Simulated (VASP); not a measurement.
Consider the following.

```
CELL_PARAMETERS angstrom
      0.00000     1.92616     1.92616
      1.92616     0.00000     1.92616
      1.92616     1.92616     0.00000
ATOMIC_POSITIONS crystal
  Ir 0.00000 0.00000 0.00000
```

Calculation: r2SCAN meta-GGA with spin-orbit coupling, VASP's PBE PAW potentials (set 64) (plane waves; VASP 6.6.1). Settings: 400 eV cut-off, 15×15×15 Γ-centred mesh, Gaussian smearing of 0.050 eV, potentials Ir.

Task: Give the energies of bands 1 to 12 at the high-symmetry points, in eV from the Fermi level.

Result: 
```
band       Γ      X      U      L      W
----  ------  -----  -----  -----  -----
1     -11.55  -8.25  -7.27  -8.46  -6.58
2     -11.55  -8.25  -7.27  -8.46  -6.58
3      -4.43  -7.68  -6.30  -4.69  -5.24
4      -4.43  -7.68  -6.30  -4.69  -5.24
5      -4.43   0.54  -3.19  -3.82  -5.14
6      -4.43   0.54  -3.19  -3.82  -5.14
7      -3.60   1.06  -1.08  -0.91  -1.92
8      -3.60   1.06  -1.08  -0.91  -1.92
9      -1.27   1.45   0.61   0.52   1.44
10     -1.27   1.45   0.61   0.52   1.44
11     -1.27   1.95   6.51   1.10   8.46
12     -1.27   1.95   6.51   1.10   8.46
```

It has no gap at this level: it comes out as a metal or semimetal.

The compound is Ir in the fcc structure. It was relaxed first.
